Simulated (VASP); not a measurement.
Consider the following.

```
Cu2O
1.0
    4.36335     0.00000     0.00000
    0.00000     4.36335     0.00000
    0.00000     0.00000     4.36335
Cu O
4 2
Direct
  0.75000   0.25000   0.75000
  0.25000   0.75000   0.75000
  0.75000   0.75000   0.25000
  0.25000   0.25000   0.25000
  0.00000   0.00000   0.00000
  0.50000   0.50000   0.50000
```

The numbers are results of RPBE GGA, VASP's PBE PAW potentials (set 64) (plane waves; VASP), not measurements. Run with 520 eV cut-off, 6×6×6 Γ-centred mesh, tetrahedra with Blöchl corrections, potentials Cu O.

The cores are frozen, which limits the accuracy of field gradients.

Task: Give the principal components of the electric field gradient (V/Å²) and the asymmetry η at each nucleus.

Result: 
```
atom   Vxx   Vyy    Vzz     η
----  ----  ----  -----  ----
Cu1   24.1  24.1  -48.2  0.00
Cu2   24.1  24.1  -48.2  0.00
Cu3   24.1  24.1  -48.2  0.00
Cu4   24.1  24.1  -48.2  0.00
O5     0.0   0.0    0.0     -
O6     0.0   0.0    0.0     -
```

The compound is Cu2O in the cuprite structure. It was relaxed first, which changed the volume by +7 %.
